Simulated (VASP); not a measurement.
Here is a VASP 6.6.1 calculation.

INCAR

```
SYSTEM = Sn2GeO2
PREC = Normal
ENCUT = 520
EDIFF = 1E-4
ISMEAR = 0
SIGMA = 0.15
LREAL = .FALSE.
LASPH = .TRUE.
NELM = 60
ALGO = Fast
ISIF = 3
LWAVE = .FALSE.
LCHARG = .FALSE.
GGA = PE
IBRION = 2
NSW = 24
EDIFFG = -0.08
```

KPOINTS

```
regular mesh
0
G
  4 4 2
  0 0 0
```

POSCAR

```
Sn2GeO2
1.0
    3.6543071800      0.0000000000      0.0000000000
   -1.8271535900      3.1647228500      0.0000000000
    0.0000000000      0.0000000000      6.5485979800
Sn Ge O
2 1 2
Direct
    0.6666666700      0.3333333300      0.3537370000
    0.3333333300      0.6666666700      0.6462630000
    0.0000000000      0.0000000000      0.0000000000
    0.6666666700      0.3333333300      0.8006809900
    0.3333333300      0.6666666700      0.1993190100
```

Potentials or basis: VASP PAW PBE potentials, release 64 (Sn_d, Ge_d, O).

The run is started by

```bash
$ cat potpaw_PBE.64/Sn_d/POTCAR potpaw_PBE.64/Ge_d/POTCAR potpaw_PBE.64/O/POTCAR > POTCAR
$ mpirun -np 1 vasp_std > vasp.out
```

Task: Predict the relaxed volume.

Result: 16.56 Å³/atom.

Task: Estimate the space group after relaxing (to 0.05 Å).

Result: P-3m1 (No. 164).

Task: What does it give for the relaxed cell?

Result: a = 3.356 Å, b = 3.356 Å, c = 8.486 Å, α = 90.00°, β = 90.00°, γ = 120.00°.

Task: Estimate the band gap on the k mesh.

Result: None (metal or under the smearing width).

Final structure:
```
CELL_PARAMETERS angstrom
3.35647 0.00000 0.00000
-1.67824 2.90679 0.00000
0.00000 0.00000 8.48570
ATOMIC_POSITIONS crystal
Sn 0.66667 0.33333 0.34794
Sn 0.33333 0.66667 0.65206
Ge 0.00000 0.00000 0.00000
O 0.66667 0.33333 0.84506
O 0.33333 0.66667 0.15494
```

Caveat: the k mesh is coarse (spacing up to 0.50 Å⁻¹), so the values aren't converged.
